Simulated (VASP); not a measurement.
An input for Quantum ESPRESSO's pw.x (written as the equivalent of a VASP run, and not itself run):

```
&CONTROL
  calculation = 'vc-relax'
  pseudo_dir = './pseudo'
  outdir = './out'
  tprnfor = .true.
  tstress = .true.
  nstep = 40
  forc_conv_thr = 0.00078
/
&SYSTEM
  ibrav = 0
  nat = 6
  ntyp = 2
  ecutwfc = 74
  occupations = 'smearing'
  smearing = 'gaussian'
  degauss = 0.003675
  input_dft = 'pbesol'
/
&ELECTRONS
  conv_thr = 7.3e-08
  electron_maxstep = 100
/
&IONS
/
&CELL
/
ATOMIC_SPECIES
  W 183.840 W.upf
  S 32.060 S.upf
CELL_PARAMETERS angstrom
     1.5732092   -2.7248782    0.0000000
     1.5732092    2.7248782    0.0000000
     0.0000000    0.0000000   12.5661423
ATOMIC_POSITIONS crystal
  W    0.3333330  0.6666670  0.2500000
  W    0.6666670  0.3333330  0.7500000
  S    0.3333330  0.6666670  0.8748498
  S    0.6666670  0.3333330  0.3748498
  S    0.6666670  0.3333330  0.1251502
  S    0.3333330  0.6666670  0.6251502
K_POINTS automatic
  8 8 2 0 0 0
```

Problem. Translate this input to VASP (INCAR, KPOINTS, POSCAR, choice of POTCAR).

Solution. One answer among several that fit: 
File POSCAR:
```
WS2
1.0
  1.5732092032  -2.7248782491   0.0000000000
  1.5732092032   2.7248782491   0.0000000000
  0.0000000000   0.0000000000  12.5661422620
W S
2 4
Direct
  0.3333330000   0.6666670000   0.2500000000
  0.6666670000   0.3333330000   0.7500000000
  0.3333330000   0.6666670000   0.8748498095
  0.6666670000   0.3333330000   0.3748498095
  0.6666670000   0.3333330000   0.1251501905
  0.3333330000   0.6666670000   0.6251501905
```

File KPOINTS:
```
Automatic mesh
0
Gamma
8 8 2
0 0 0
```

### INCAR
```
SYSTEM  =  WS2
PREC  =  Accurate; ENCUT  =  500; LREAL  =  .False.
LASPH  =  .True.
EDIFF  =  1E-6; NELM  =  100; ALGO  =  Normal
LMAXMIX  =  6
ISMEAR  =  0; SIGMA  =  0.05
GGA  =  PS
IBRION  =  2; NSW  =  40; ISIF  =  3
EDIFFG  =  -0.02
LWAVE  =  .False.; LCHARG  =  .False.
```

POTCAR, in this order: W_sv S (PBE.64 set). Program: vasp_std.

Limits of the translation: the potentials are each code's own (VASP's PAW set, PseudoDojo norm-conserving files in pw.x), so ENCUT and ecutwfc are chosen apart and not converted; conv_thr bounds pw.x's estimated SCF error, while EDIFF bounds the energy change between steps; forc_conv_thr acts on force components and is met together with etot_conv_thr.

The compound is WS2 in the 2H layered structure. It was relaxed first.
